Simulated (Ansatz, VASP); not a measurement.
# Hf2CdSb3: VASP beside Ansatz

File INCAR:

```
SYSTEM = Hf2CdSb3
PREC     = Accurate       ! precision mode
ENCUT    = 520            ! plane-wave cutoff, eV
EDIFF    = 1E-7           ! SCF threshold, eV
ISMEAR   = -1             ! smearing method
SIGMA    = 0.1            ! smearing width, eV
LREAL    = .FALSE.        ! projectors in reciprocal space
LASPH    = .TRUE.         ! aspherical terms in the spheres
NELM     = 150            ! most SCF steps
ALGO     = Normal         ! electronic algorithm
ISIF     = 2              ! what is computed and relaxed
LWAVE    = .FALSE.        ! write WAVECAR
LCHARG   = .FALSE.        ! write CHGCAR
LNONCOLLINEAR= .TRUE.         ! non-collinear magnetism
MAGMOM   = 0 0 0 0 0 0 0 0 0 0 0 0 0 0 0 0 0 0 ! initial moments
LORBIT   = 11             ! projections on sites
LSORBIT  = .TRUE.         ! spin-orbit coupling
GGA_COMPAT= .FALSE.      
LORBMOM  = .TRUE.       
LMAXMIX  = 4              ! l up to which the mixer works
GGA      = PS             ! functional
NBANDS   = 63             ! bands
```

File KPOINTS:

```
regular mesh
0
G
  5 5 2
  0 0 0
```

The input POSCAR:

```
Hf2CdSb3
1.0
    4.0740550000      0.0000000000      0.0000000000
    0.0000000000      4.0740550000      0.0000000000
    0.0000000000      0.0000000000      8.9288240000
Sb Cd Hf
3 1 2
Direct
    0.5000000000      0.5000000000      0.0000000000
    0.0000000000      0.5000000000      0.3820000000
    0.5000000000      0.0000000000      0.6180000000
    0.0000000000      0.0000000000      0.0000000000
    0.0000000000      0.5000000000      0.7340000000
    0.5000000000      0.0000000000      0.2660000000
```

Input for Ansatz:

```yaml
crystal:
  lattice:
    - [4.074055, 0.0, 0.0]
    - [0.0, 4.074055, 0.0]
    - [0.0, 0.0, 8.928824]
  atoms:
    - { symbol: Sb, position: [0.5, 0.5, 0.0] }
    - { symbol: Cd, position: [0.0, 0.0, 0.0] }
    - { symbol: Hf, position: [0.0, 0.5, 0.734] }
    - { symbol: Hf, position: [0.5, 0.0, 0.266] }
    - { symbol: Sb, position: [0.0, 0.5, 0.382] }
    - { symbol: Sb, position: [0.5, 0.0, 0.618] }
  symmetry: { tolerance: 0.0003 }
kpoints:
  mp_grid: { grid: [5, 5, 2], shift: [0, 0, 0] }
magnetization:
  noncollinear: true
  spin_orbit: true
scf:
  occupations: { method: fermi_dirac }
  mixing: { algorithm: msr1, beta: 0.05, ndim: 4 }
hamiltonian:
  pseudopotentials: { kind: paw_fr }
  xc: pbesol
basis:
  ecutwfc: 420
output:
  forces: true
  stress: true
  eigenvalues: true
  write_density: true
  write_potential: true
  elf: true
  volumetric_format: npy
```

The cell was built by a generator and needn't be a form met in nature.

Alike in both runs: task single point; functional PBEsol; k mesh 5 × 5 × 2; non-collinear spin, spin-orbit coupling.

```csv
,VASP,Ansatz
version,VASP 6.6.1,Ansatz 0.2.0
potentials or method,"VASP PAW PBE potentials, release 64 (Sb, Cd, Hf_pv)",PAW plane waves
plane-wave cutoff (eV),520,420
occupations,"fermi-dirac, width 0.1 eV",fermi-dirac
valence electrons in the cell,47,117
```

Ansatz gave:

| Quantity | Value |
| --- | --- |
| gap on the k mesh at the Fermi level (eV) | none |
| pressure (GPa) | -7.0 |
| largest component of the traceless stress (GPa) | 1.68 |
| rms of the force components (eV/Å) | 0.166 |
| net moment per atom (μB) | 0.00 |

What did VASP give for the same quantities?

gap on the k mesh at the Fermi level (eV): none; pressure (GPa): -7.0; largest component of the traceless stress (GPa): 1.75; rms of the force components (eV/Å): 0.165; net moment per atom (μB): 0.00.

A gap of «none» marks a metal or a gap that the smearing closes. The two sets of potentials don't hold the same shells in valence.

Caveats: the PAW data sets were made with another functional, which shifts forces and pressure a little (VASP).
